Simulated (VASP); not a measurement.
# GW on ZnSe (Stilleite), part 3 of 6

Aim: the quasiparticle gap of ZnSe (Stilleite), and what it costs to get it. The cell is of the zinc-blende type, one of the forms listed for this formula. The start is a cell from a database of measured crystal structures.

VASP 6.6.1, plane waves and PAW; the level of theory is named at each step.

So far, gap on the k-mesh (eV): step 2 (empty bands, functional PBE) 1.28.

## Step 3: evGW0 (continued)

Level of this step: evGW0 on PBE; plane waves and PAW (Zn_GW, Se_GW) (VASP).

From OUTCAR (step 3):

```text
The static configuration has the point symmetry T_d .

 Found     16 irreducible k-points:

   k-points           NKPTS =     16   k-points in BZ     NKDIM =    216   number of bands    NBANDS=    296

   NELECT =      18.0000    total number of electrons

 E-fermi :   3.2869

 QP shifts <psi_nk| G(iteration)W_0 |psi_nk>: iteration 1
 for sc-GW calculations column KS-energies equals QP-energies in previous step
 and V_xc(KS)=  KS-energies - (<T + V_ion + V_H > + <T+V_H+V_ion>^1  + <V_x>^1)
 k-point   1 :       0.0000    0.0000    0.0000
  band No.  KS-energies  QP-energies   sigma(KS)   V_xc(KS)     V^pw_x(r,r')   Z            occupation Imag(sigma)
    ...
      6      -3.5234      -5.0870     -22.8142     -20.5044     -31.9437       0.6770       2.0000       0.1621
      7       2.6485       1.7636     -14.7327     -13.5685     -16.4610       0.7601       2.0000      -0.0029
      8       2.6485       1.7636     -14.7327     -13.5685     -16.4610       0.7601       2.0000      -0.0029
      9       2.6485       1.7636     -14.7327     -13.5685     -16.4610       0.7601       2.0000      -0.0029
     10       3.9253       4.2020     -10.0012     -10.3520      -6.3443       0.7887       0.0000      -0.1657
     11       8.4461       8.6432      -9.5030      -9.7583      -5.0898       0.7720       0.0000      -0.1351
     12       8.4461       8.6432      -9.5030      -9.7583      -5.0898       0.7720       0.0000      -0.1351
     13       8.4461       8.6432      -9.5030      -9.7583      -5.0898       0.7720       0.0000      -0.1351
    ...

 k-point   2 :       0.1667    0.0000    0.0000
  band No.  KS-energies  QP-energies   sigma(KS)   V_xc(KS)     V^pw_x(r,r')   Z            occupation Imag(sigma)
    ...
      6      -3.5251      -5.0858     -22.8047     -20.4971     -31.9344       0.6763       2.0000       0.1624
      7       0.7414      -0.1272     -13.8344     -12.6711     -15.9408       0.7465       2.0000      -0.0021
      8       2.3958       1.4949     -14.5197     -13.3332     -16.2786       0.7593       2.0000      -0.0027
      9       2.3958       1.4949     -14.5197     -13.3332     -16.2786       0.7593       2.0000      -0.0027
     10       5.1895       5.4349     -10.4114     -10.7256      -6.6555       0.7809       0.0000      -0.1512
     11       8.5157       8.6817      -9.6935      -9.9093      -5.3012       0.7695       0.0000      -0.1440
     12       8.8478       9.0556      -9.6296      -9.9001      -5.1168       0.7679       0.0000      -0.1408
     13       8.8478       9.0556      -9.6296      -9.9001      -5.1168       0.7679       0.0000      -0.1408
    ...

 k-point   3 :       0.3333    0.0000    0.0000
  band No.  KS-energies  QP-energies   sigma(KS)   V_xc(KS)     V^pw_x(r,r')   Z            occupation Imag(sigma)
    ...
      6      -3.5166      -5.0744     -22.8230     -20.5204     -31.9672       0.6765       2.0000       0.1634
      7      -1.4092      -2.3945     -13.8566     -12.4781     -17.2029       0.7148       2.0000       0.0584
      8       1.9681       1.0403     -14.2110     -12.9841     -16.0377       0.7562       2.0000      -0.0003
      9       1.9681       1.0403     -14.2110     -12.9841     -16.0377       0.7562       2.0000      -0.0003
     10       5.3204       5.5973      -9.8618     -10.2149      -5.9562       0.7843       0.0000      -0.1538
     11       9.1198       9.3076      -9.5255      -9.7706      -5.0303       0.7664       0.0000      -0.1440
     12       9.1198       9.3076      -9.5255      -9.7706      -5.0303       0.7664       0.0000      -0.1440
     13      10.2109      10.3401      -9.8366     -10.0097      -4.8911       0.7463       0.0000      -0.1952
    ...

 QP shifts <psi_nk| G(iteration)W_0 |psi_nk>: iteration 2
 k-point   1 :       0.0000    0.0000    0.0000
  band No. old QP-enery  QP-energies   sigma(KS)   T+V_ion+V_H  V^pw_x(r,r')   Z            occupation Imag(sigma)
    ...
      6      -5.0870      -5.5642     -22.7764      16.9810     -31.9437       0.6736       2.0000       0.1631
      7       1.7636       1.5914     -14.6793      16.2171     -16.4610       0.7625       2.0000      -0.0014
      8       1.7636       1.5914     -14.6793      16.2171     -16.4610       0.7625       2.0000      -0.0014
      9       1.7636       1.5914     -14.6793      16.2171     -16.4610       0.7625       2.0000      -0.0014
     10       4.2020       4.2049     -10.0716      14.2773      -6.3443       0.7921       0.0000      -0.1679
     11       8.6432       8.6585      -9.5414      18.2043      -5.0898       0.7737       0.0000      -0.1360
     12       8.6432       8.6585      -9.5414      18.2043      -5.0898       0.7737       0.0000      -0.1360
     13       8.6432       8.6585      -9.5414      18.2043      -5.0898       0.7737       0.0000      -0.1360
    ...

 QP shifts <psi_nk| G(iteration)W_0 |psi_nk>: iteration 3
 k-point   1 :       0.0000    0.0000    0.0000
  band No. old QP-enery  QP-energies   sigma(KS)   T+V_ion+V_H  V^pw_x(r,r')   Z            occupation Imag(sigma)
    ...
      6      -5.5642      -5.7141     -22.7669      16.9810     -31.9437       0.6761       2.0000       0.1638
      7       1.5914       1.5528     -14.6762      16.2171     -16.4610       0.7633       2.0000      -0.0015
      8       1.5914       1.5528     -14.6762      16.2171     -16.4610       0.7633       2.0000      -0.0015
      9       1.5914       1.5528     -14.6762      16.2171     -16.4610       0.7633       2.0000      -0.0015
     10       4.2049       4.1978     -10.0813      14.2773      -6.3443       0.7932       0.0000      -0.1683
     11       8.6585       8.6565      -9.5484      18.2043      -5.0898       0.7737       0.0000      -0.1363
     12       8.6585       8.6565      -9.5484      18.2043      -5.0898       0.7737       0.0000      -0.1363
     13       8.6585       8.6565      -9.5484      18.2043      -5.0898       0.7737       0.0000      -0.1363
    ...

 QP shifts <psi_nk| G(iteration)W_0 |psi_nk>: iteration 4
 k-point   1 :       0.0000    0.0000    0.0000
  band No. old QP-enery  QP-energies   sigma(KS)   T+V_ion+V_H  V^pw_x(r,r')   Z            occupation Imag(sigma)
    ...
      6      -5.7141      -5.7578     -22.7601      16.9810     -31.9437       0.6733       2.0000       0.1644
      7       1.5528       1.5432     -14.6769      16.2171     -16.4610       0.7634       2.0000      -0.0017
      8       1.5528       1.5432     -14.6769      16.2171     -16.4610       0.7634       2.0000      -0.0017
      9       1.5528       1.5432     -14.6769      16.2171     -16.4610       0.7634       2.0000      -0.0017
     10       4.1978       4.1949     -10.0833      14.2773      -6.3443       0.7933       0.0000      -0.1684
     11       8.6565       8.6550      -9.5498      18.2043      -5.0898       0.7736       0.0000      -0.1365
     12       8.6565       8.6550      -9.5498      18.2043      -5.0898       0.7736       0.0000      -0.1365
     13       8.6565       8.6550      -9.5498      18.2043      -5.0898       0.7736       0.0000      -0.1365
    ...

[... 7 parts as in an earlier step ...]

[... 26 further parts left out ...]
```

This step gave:

| Quantity | Value |
| --- | --- |
| quasiparticle gap on the mesh | 2.652 eV |
| smallest direct quasiparticle gap on the mesh | 2.652 eV |
| gap of the starting orbitals on the mesh | 1.277 eV |

QP gap by iteration, by row:

```csv
iteration,gap (eV),direct gap (eV)
1,2.438,2.438
2,2.614,2.614
3,2.645,2.645
4,2.652,2.652
```

GW takes the gap from 1.277 to 2.652 eV. The last pass still moved it by +7 meV. Spin-orbit coupling is left out. The value holds for 296 bands, ENCUTGW = 200 eV and this mesh, and isn't shown to be converged in them.

[end of part 3 of 6]

[Lines on the potential files, build, host, timing and source positions are cut from VASP's logs without a mark.]

[Logs are printed without paths, hosts, clocks, repeated set-up lines and the standing remarks that a program may print on its own settings, such as how far it seeks lower states.]

[Hosts, paths, dates, database ids (printed as entryN), source tags and the programs' standing remarks are cut or masked in the printed files.]

[Pressures printed for these runs are not shown converged in the cutoff: they can be off by several GPa and have the wrong sign.]
